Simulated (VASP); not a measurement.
Data:

```
Ga4As3P
1.0
    5.59758     0.00000     0.00000
    0.00000     5.59758     0.00000
    0.00000     0.00000     5.59758
Ga P As
4 1 3
Direct
  0.00453   0.00453   0.00453
  0.49547   0.49547   0.00453
  0.49547   0.00453   0.49547
  0.00453   0.49547   0.49547
  0.25000   0.25000   0.25000
  0.75000   0.75000   0.25000
  0.75000   0.25000   0.75000
  0.25000   0.75000   0.75000
```

The numbers are results of PBEsol GGA, VASP's PBE PAW potentials (set 64) (plane waves; VASP), not measurements. Run with 400 eV cut-off, 5×5×5 Γ-centred mesh, tetrahedra with Blöchl corrections, potentials Ga_d P As.

What does the run give for the energy per atom (σ→0), band gap (on the k-mesh) with the smallest direct gap where there is one?

The band gap (on the k-mesh) is 0.77 eV. The smallest direct gap (on the k-mesh) comes out as 0.77 eV and the energy per atom (σ→0) is -4.643 eV/atom.

Only differences to runs with the same potentials and settings are physical.

The structure was generated: Ga4As3P was put into an ordered model structure (P-43m), which need not be its known phase. It was relaxed first.
